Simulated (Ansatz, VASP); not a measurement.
# Cross-check of BN between VASP and Ansatz, part 2 of 4

Aim: how closely do two programs agree when they are given the same cell, functional and k mesh? The cell is taken from a series of runs on this material, whose earlier steps may have relaxed, scaled, displaced or heated it; both programs get it as it stands.

VASP 6.6.1 and Ansatz 0.2.0.

So far: The starting structure; Ansatz: zone-centre phonons, PBE, pair 1.

## Step 3: VASP: zone-centre phonons, PBE, pair 1

Level of this step: PBE; plane waves and PAW (B, N) (VASP).

The same cell, functional and mesh now go to VASP, with its own data sets.

Lines of VASP's logs that name or quote its potential files are left out, and so is its time.

Contents of INCAR:

```
SYSTEM = BN
PREC = Accurate
ENCUT = 600
EDIFF = 1E-08
NELM = 120
ISMEAR = 0
SIGMA = 0.01
LREAL = .FALSE.
ALGO = Normal
GGA = PE
NBANDS = 14
LORBIT = 11
LWAVE = .FALSE.
LCHARG = .FALSE.
ISIF = 2
IBRION = 8
LEPSILON = .TRUE.
LASPH = .TRUE.
GGA_COMPAT = .FALSE.
EFERMI = MIDGAP
KPAR = 2
```

Contents of POSCAR:

```
BN
1.0
    2.5120478843      0.0000000000      0.0000000000
   -1.2560239422      2.1754972834      0.0000000000
    0.0000000000      0.0000000000      8.3718864289
B N
2 2
Direct
    0.3333333333      0.6666666667      0.2500000000
    0.6666666667      0.3333333333      0.7500000000
    0.3333333333      0.6666666667      0.7500000000
    0.6666666667      0.3333333333      0.2500000000
```

Contents of KPOINTS:

```
Automatic mesh
0
Gamma
9 9 4
0 0 0
```

Potentials, in the order of the species: B and N (PBE family, release 64).

On the command line:

```sh
$ mpirun -np 2 vasp_std
```

Log:

```text
[banner, memory and clock lines left out]
running    2 mpi-ranks, on    1 nodes
 distrk:  each k-point on    1 cores,    2 groups
 distr:  one band on    1 cores,    1 groups

 POSCAR found type information on POSCAR B N
 POSCAR found :  2 types and       4 ions
 LDA part: xc-table for (Slater+PW92), standard interpolation
 POSCAR, INCAR and KPOINTS ok, starting setup
 FFT: planning ... GRIDC
 FFT: planning ... GRID_SOFT
 FFT: planning ... GRID
 WAVECAR not read
 entering main loop
       N       E                     dE             d eps       ncg     rms          rms(c)
DAV:   1     0.787405398742E+02    0.78741E+02   -0.85180E+03  1008   0.115E+03
DAV:   2    -0.328930770024E+02   -0.11163E+03   -0.10198E+03  1426   0.260E+02
DAV:   3    -0.388683459356E+02   -0.59753E+01   -0.59355E+01  1350   0.633E+01
DAV:   4    -0.389381039391E+02   -0.69758E-01   -0.69733E-01  1254   0.726E+00
DAV:   5    -0.389391865726E+02   -0.10826E-02   -0.10824E-02  1308   0.908E-01    0.112E+01
DAV:   6    -0.356427169315E+02    0.32965E+01   -0.68345E+00  1236   0.212E+01    0.499E+00
DAV:   7    -0.353206790174E+02    0.32204E+00   -0.55184E-01  1242   0.592E+00    0.312E+00
DAV:   8    -0.352153904940E+02    0.10529E+00   -0.34802E-01  1206   0.403E+00    0.517E-01
DAV:   9    -0.352116394644E+02    0.37510E-02   -0.20318E-02  1170   0.119E+00    0.202E-01
DAV:  10    -0.352135646308E+02   -0.19252E-02   -0.17848E-03  1038   0.360E-01    0.407E-02
DAV:  11    -0.352137903201E+02   -0.22569E-03   -0.19899E-04  1230   0.132E-01    0.305E-02
DAV:  12    -0.352138001248E+02   -0.98047E-05   -0.41209E-05  1110   0.533E-02    0.451E-03
DAV:  13    -0.352138006298E+02   -0.50493E-06   -0.23211E-06  1368   0.122E-02    0.131E-03
DAV:  14    -0.352138008346E+02   -0.20484E-06   -0.25387E-07  1092   0.440E-03    0.543E-04
DAV:  15    -0.352138008329E+02    0.17446E-08   -0.28222E-09  1032   0.579E-04
   1 F= -.35213801E+02 E0= -.35213801E+02  d E =0.000000E+00
 Linear response reoptimize wavefunctions to high precision
DAV:   1    -0.352138008294E+02    0.34836E-08   -0.22955E-09  1056   0.382E-04
DAV:   2    -0.352138008294E+02   -0.48658E-10   -0.13232E-10   708   0.143E-04
 Linear response G [H, r] |phi>, progress :
  Direction:   1
       N       E                     dE             d eps       ncg     rms
RMM:   1    -0.559118686760E+02   -0.55912E+02    0.60109E+01  2133   0.725E+01
RMM:   2    -0.573535023388E+02   -0.14416E+01   -0.28775E+00  1676   0.148E+01
RMM:   3    -0.574001374823E+02   -0.46635E-01   -0.44952E-02  1821   0.157E+00
RMM:   4    -0.574018995424E+02   -0.17621E-02   -0.74985E-04  1892   0.225E-01
RMM:   5    -0.574019509492E+02   -0.51407E-04   -0.23314E-05  1890   0.371E-02
RMM:   6    -0.574019532886E+02   -0.23394E-05   -0.11616E-06  1910   0.624E-03
RMM:   7    -0.574019533730E+02   -0.84317E-07   -0.47326E-07  1888   0.138E-03
RMM:   8    -0.574019533747E+02   -0.17355E-08   -0.37030E-07  1567   0.393E-04
RMM:   9    -0.574019533747E+02   -0.45844E-10   -0.49986E-07  1352   0.253E-04
RMM:  10    -0.574019533745E+02    0.20746E-09   -0.87577E-07  1252   0.225E-04
RMM:  11    -0.574019533782E+02   -0.36479E-08   -0.52449E-06  1182   0.224E-04
RMM:  12    -0.574019533801E+02   -0.19101E-08    0.98725E-07  1124   0.224E-04
RMM:  13    -0.574019533823E+02   -0.21600E-08   -0.31854E-06  1050   0.224E-04
 Linear response G [H, r] |phi>, progress :
  Direction:   2
       N       E                     dE             d eps       ncg     rms
RMM:   1    -0.595972236278E+02   -0.59597E+02   -0.73943E+00  2019   0.688E+01
RMM:   2    -0.610716323904E+02   -0.14744E+01   -0.19609E+00  1688   0.124E+01
RMM:   3    -0.610977099358E+02   -0.26078E-01   -0.25655E-02  1795   0.118E+00
RMM:   4    -0.610983391171E+02   -0.62918E-03   -0.49787E-04  1884   0.176E-01
RMM:   5    -0.610983534923E+02   -0.14375E-04   -0.12730E-05  1891   0.252E-02
RMM:   6    -0.610983539935E+02   -0.50124E-06   -0.61103E-07  1919   0.421E-03
RMM:   7    -0.610983540092E+02   -0.15704E-07   -0.28890E-07  1878   0.880E-04
RMM:   8    -0.610983540092E+02    0.26063E-10   -0.26295E-07  1497   0.296E-04
RMM:   9    -0.610983540097E+02   -0.51392E-09   -0.26688E-07  1302   0.226E-04
RMM:  10    -0.610983540097E+02    0.43364E-10   -0.48540E-07  1199   0.218E-04
RMM:  11    -0.610983540122E+02   -0.24985E-08   -0.24788E-06  1126   0.218E-04
RMM:  12    -0.610983540143E+02   -0.20862E-08   -0.83275E-06  1087   0.217E-04
 Linear response G [H, r] |phi>, progress :
  Direction:   3
       N       E                     dE             d eps       ncg     rms
RMM:   1    -0.558793463293E+02   -0.55879E+02    0.11186E+02  1872   0.804E+01
RMM:   2    -0.588720393656E+02   -0.29927E+01   -0.16267E+00  1677   0.108E+01
RMM:   3    -0.588995358047E+02   -0.27496E-01   -0.29779E-02  1750   0.111E+00
RMM:   4    -0.589002469122E+02   -0.71111E-03   -0.79013E-04  1824   0.179E-01
RMM:   5    -0.589002605382E+02   -0.13626E-04   -0.23531E-05  1840   0.274E-02
[...]
Direction:   1
       N       E                     dE             d eps       ncg     rms          rms(c)
RMM:   1    -0.379597223676E+00   -0.37960E+00   -0.16332E+00  3972   0.313E+00
RMM:   2    -0.389737359205E+00   -0.10140E-01   -0.43764E-03  3537   0.358E-01    0.851E-01
[...]
RMM:  10    -0.143855203690E+00    0.11498E-05   -0.32237E-09  1691   0.177E-04    0.410E-05
RMM:  11    -0.143855433746E+00   -0.23006E-06   -0.54908E-10  1382   0.937E-05    0.542E-06
 change of polarisation eV/A/(eV/A) component  3 :    -0.003    -0.003     0.252
 dielectric tensor                  component  3 :    -0.010    -0.011     1.995
 Linear response DOF=           4
 Linear response progress:
  Degree of freedom:   1/  4
       N       E                     dE             d eps       ncg     rms          rms(c)
RMM:   1    -0.529334993135E-01   -0.52933E-01   -0.50001E-02  7898   0.159E+00
RMM:   2    -0.421645889378E-01    0.10769E-01   -0.96923E-03  5729   0.394E-01    0.205E-01
RMM:   3    -0.409569509101E-01    0.12076E-02    0.21068E-03  5776   0.131E-01    0.113E-01
RMM:   4    -0.411964235790E-01   -0.23947E-03    0.27771E-03  5455   0.136E-01    0.127E-02
RMM:   5    -0.415040761294E-01   -0.30765E-03   -0.12065E-04  6040   0.205E-02    0.185E-03
RMM:   6    -0.414918480703E-01    0.12228E-04   -0.12476E-05  6189   0.243E-03    0.830E-04
RMM:   7    -0.414841543009E-01    0.76938E-05   -0.30944E-05  6080   0.147E-03    0.981E-05
RMM:   8    -0.414842938538E-01   -0.13955E-06    0.47955E-06  6373   0.192E-04    0.585E-05
RMM:   9    -0.414840974742E-01    0.19638E-06    0.71109E-07  6075   0.990E-05    0.122E-05
RMM:  10    -0.414840885729E-01    0.89013E-08    0.12222E-06  6339   0.235E-05    0.312E-06
RMM:  11    -0.414840614594E-01    0.27114E-07    0.95580E-07  5906   0.897E-06    0.918E-07
RMM:  12    -0.414840349066E-01    0.26553E-07    0.17107E-06  5556   0.351E-06    0.309E-07
RMM:  13    -0.414840267967E-01    0.81099E-08    0.18115E-06  3620   0.200E-06    0.140E-07
RMM:  14    -0.414840254433E-01    0.13534E-08    0.18565E-06  3046   0.194E-06    0.141E-08
 first order change of Fermi-energy   0.17390E-04
 force on displaced ion       1 direction 1 : -40.339   0.007   0.000
 Born effective charge ion    1 direction 1 :   2.711   0.000   0.000
 Linear response progress:
  Degree of freedom:   2/  4
       N       E                     dE             d eps       ncg     rms          rms(c)
RMM:   1    -0.493038691886E-01   -0.49304E-01    0.40234E-02  2409   0.127E+00
RMM:   2    -0.498296316704E-01   -0.52576E-03   -0.90052E-04  2000   0.209E-01    0.142E-01
RMM:   3    -0.495376518740E-01    0.29198E-03   -0.86640E-05  2047   0.554E-02    0.848E-02
RMM:   4    -0.493505075596E-01    0.18714E-03   -0.11631E-04  1949   0.627E-02    0.843E-03
RMM:   5    -0.492348139407E-01    0.11569E-03   -0.27535E-05  1929   0.210E-02    0.263E-03
RMM:   6    -0.492165888682E-01    0.18225E-04   -0.51518E-06  2017   0.707E-03    0.110E-03
RMM:   7    -0.492245039568E-01   -0.79151E-05   -0.12725E-06  2025   0.264E-03    0.433E-04
RMM:   8    -0.492279180999E-01   -0.34141E-05   -0.45522E-07  2070   0.118E-03    0.802E-05
RMM:   9    -0.492286199897E-01   -0.70189E-06   -0.53248E-08  2119   0.162E-04    0.337E-05
RMM:  10    -0.492287278177E-01   -0.10783E-06    0.32710E-08  2092   0.106E-04    0.858E-06
RMM:  11    -0.492287406901E-01   -0.12872E-07   -0.57720E-09  2292   0.182E-05    0.285E-06
RMM:  12    -0.492287420571E-01   -0.13671E-08   -0.47963E-09  2219   0.815E-06    0.646E-07
 first order change of Fermi-energy   0.19470E-04
 force on displaced ion       1 direction 3 :  -0.000   0.000 -13.964
 Born effective charge ion    1 direction 3 :   0.000   0.000   0.487
 Linear response progress:
  Degree of freedom:   3/  4
       N       E                     dE             d eps       ncg     rms          rms(c)
RMM:   1    -0.237784431892E+00   -0.23778E+00    0.17568E-01  6686   0.332E+00
RMM:   2    -0.232572618655E+00    0.52118E-02   -0.61252E-03  5605   0.582E-01    0.269E-01
RMM:   3    -0.233499726894E+00   -0.92711E-03   -0.98402E-04  5464   0.230E-01    0.144E-01
RMM:   4    -0.235982478131E+00   -0.24828E-02   -0.60492E-04  5089   0.212E-01    0.259E-02
RMM:   5    -0.236087978192E+00   -0.10550E-03   -0.27497E-04  6109   0.440E-02    0.160E-03
RMM:   6    -0.236060310866E+00    0.27667E-04   -0.42560E-06  6306   0.437E-03    0.105E-03
RMM:   7    -0.236051082494E+00    0.92284E-05   -0.12014E-05  6106   0.145E-03    0.303E-04
RMM:   8    -0.236055948043E+00   -0.48655E-05   -0.15108E-05  5883   0.467E-04    0.462E-05
RMM:   9    -0.236056880128E+00   -0.93208E-06    0.78913E-07  6177   0.158E-04    0.162E-05
RMM:  10    -0.236056659231E+00    0.22090E-06   -0.13955E-06  6321   0.371E-05    0.434E-06
RMM:  11    -0.236056638941E+00    0.20291E-07   -0.16126E-06  6128   0.104E-05    0.155E-06
RMM:  12    -0.236056652010E+00   -0.13069E-07   -0.10003E-07  5568   0.663E-06    0.115E-07
RMM:  13    -0.236056645832E+00    0.61787E-08    0.18463E-07  3964   0.491E-06    0.955E-08
 first order change of Fermi-energy   0.20061E-03
 force on displaced ion       3 direction 1 : -40.340   0.003   0.000
 Born effective charge ion    3 direction 1 :  -2.712   0.001   0.000
 Linear response progress:
  Degree of freedom:   4/  4
       N       E                     dE             d eps       ncg     rms          rms(c)
RMM:   1    -0.271080910390E+00   -0.27108E+00    0.17201E-01  2158   0.298E+00
RMM:   2    -0.272233732906E+00   -0.11528E-02   -0.26490E-03  1896   0.353E-01    0.192E-01
RMM:   3    -0.272409960501E+00   -0.17623E-03   -0.16312E-03  1898   0.239E-01    0.864E-02
RMM:   4    -0.273404911114E+00   -0.99495E-03   -0.85743E-04  1944   0.164E-01    0.145E-02
RMM:   5    -0.273265373623E+00    0.13954E-03   -0.18327E-05  2019   0.324E-02    0.231E-03
RMM:   6    -0.273289689363E+00   -0.24316E-04   -0.88234E-07  2126   0.560E-03    0.711E-04
RMM:   7    -0.273280738119E+00    0.89512E-05   -0.72712E-08  2027   0.251E-03    0.210E-04
RMM:   8    -0.273281237344E+00   -0.49923E-06   -0.10165E-08  2135   0.687E-04    0.104E-04
RMM:   9    -0.273280840161E+00    0.39718E-06    0.99290E-09  2155   0.247E-04    0.244E-05
RMM:  10    -0.273280701973E+00    0.13819E-06    0.31064E-08  2250   0.467E-05    0.589E-06
RMM:  11    -0.273280790725E+00   -0.88751E-07    0.11738E-08  2105   0.156E-05    0.149E-06
RMM:  12    -0.273280772664E+00    0.18060E-07    0.26193E-09  2078   0.598E-06    0.363E-07
RMM:  13    -0.273280767580E+00    0.50840E-08    0.42978E-09  1563   0.276E-06    0.133E-07
 first order change of Fermi-energy   0.24411E-04
 force on displaced ion       3 direction 3 :   0.000   0.000 -13.965
 Born effective charge ion    3 direction 3 :   0.000   0.000  -0.486
 Born effective charges drift removed
 Linear response finished
```

(Part 2 of 4 ends here.)

[Lines on the potential files, build, host, timing and source positions are cut from VASP's logs without a mark.]

[Logs are printed without paths, hosts, clocks, repeated set-up lines and the standing remarks that a program may print on its own settings, such as how far it seeks lower states.]

[Hosts, paths, dates, database ids (printed as entryN), source tags and the programs' standing remarks are cut or masked in the printed files.]
